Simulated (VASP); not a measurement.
The system is BaTiO3.

```
Ba Ti O
1.0
     3.99654    0.00000    0.00000
     0.00000    3.99654    0.00000
     0.00000    0.00000    4.21949
Ba Ti O
1 1 3
Direct
  0.50000 0.50000 0.58977
  0.00000 0.00000 0.10867
  0.00000 0.50000 0.06122
  0.50000 0.00000 0.06122
  0.00000 0.00000 0.53912
```

The cell is a database's computed one.

Base run:

* Program: VASP 6.6.1
* Functional: PBE
* Potentials or basis: VASP PAW PBE potentials, release 64 (Ba_sv, Ti_sv, O)
* Cutoff: 450 eV
* k mesh: 8 × 8 × 8
* Occupations: gaussian, width 0.02 eV
* Spin: no spin polarisation

Its results: band gap on the k mesh 1.77 eV, indirect (least direct gap 2.34 eV).

**Question.** The run is repeated on the same cell with these changes: functional from PBE to LDA; potentials or basis from VASP PAW PBE potentials, release 64 (Ba_sv, Ti_sv, O) to VASP PAW LDA potentials, release 64 (Ba_sv, Ti_sv, O). What comes out?

**Answer.** Band gap on the k mesh 1.68 eV, indirect (least direct gap 2.25 eV).

Caveats: spin-orbit coupling is left out, which moves the levels of the heavy elements.
